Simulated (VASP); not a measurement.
NbTe (relaxed from the wurtzite structure, space group P6_3mc): computed properties

All values below come from r2SCAN meta-GGA, VASP's PBE PAW potentials (set 64) (plane waves; VASP).

```json
{
 "space_group": "P6_3mc (186)",
 "cell": "a = b = 3.437 Å, c = 9.375 Å, α = β = 90.00°, γ = 120.00°",
 "volume_per_atom": "23.97 Å³/atom",
 "band gap (over mesh and band path)": "none (metal, semimetal or under 0.01 eV)",
 "density": "7.64 g/cm³"
}
```

```yaml
crystal:
  lattice:
    - [3.43656, 0.00000, 0.00000]
    - [-1.71828, 2.97615, 0.00000]
    - [0.00000, 0.00000, 9.37539]
  atoms:
    - { symbol: Nb, position: [0.33333, 0.66667, 0.03754] }
    - { symbol: Nb, position: [0.66667, 0.33333, 0.53754] }
    - { symbol: Te, position: [0.33333, 0.66667, 0.33746] }
    - { symbol: Te, position: [0.66667, 0.33333, 0.83746] }
```

Unless said otherwise, spin-orbit coupling is left out, though it shifts the bands of the heavy elements here.

The structure was generated: NbTe was put into the wurtzite type (P6_3mc), which need not be its known phase. It was relaxed first, which changed the volume by -43 %. Symmetry was kept, so distortions that lower it aren't found.
